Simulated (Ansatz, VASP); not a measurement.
**Code comparison for LaPt5 (P6/mmm, 6 atoms in the cell)**

Self-consistent single point.

```
LaPt5
1.0
    5.42855     0.00000     0.00000
   -2.71428     4.70126     0.00000
    0.00000     0.00000     4.39333
La Pt
1 5
Direct
  0.00000   0.00000   0.00000
  0.33333   0.66667   0.00000
  0.66667   0.33333   0.00000
  0.50000   0.00000   0.50000
  0.50000   0.50000   0.50000
  0.00000   0.50000   0.50000
```

Shared settings, as Ansatz (a first-principles code) writes them: kpoints.mp_grid.grid = 6 6 7; magnetization.spin_orbit = true; scf.occupations.method = gaussian; scf.occupations.width = 0.0073 Ry. Potentials and cutoffs stand in the table.

```tsv
code	model	pressure (GPa)	cutoff
VASP	LDA (PZ), spin-orbit coupling, VASP's LDA PAW potentials (set 64)	-8.40	300 eV
Ansatz	LDA (PW92) with spin-orbit coupling, PAW files made with PBE	-8.64	default
```

The spread over the programs that give each value: pressure within 0.24 GPa.

Ansatz's pressure is given at a fixed set of plane waves, as the other plane-wave codes print theirs; with its correction for the finite basis it is -8.45 GPa. The same LDA comes in different parametrisations, which differ slightly.

VASP's run is marked for a possible Pulay error in its stress at this cutoff; no cutoff test was made.

The starting cell comes from a database of computed structures (which also holds hypothetical and non-ambient phases and stackings), without a prior relaxation at this level.

Left out of this page: Elk (not drawn, or without a comparable value).

Keys are those of Ansatz 0.2.
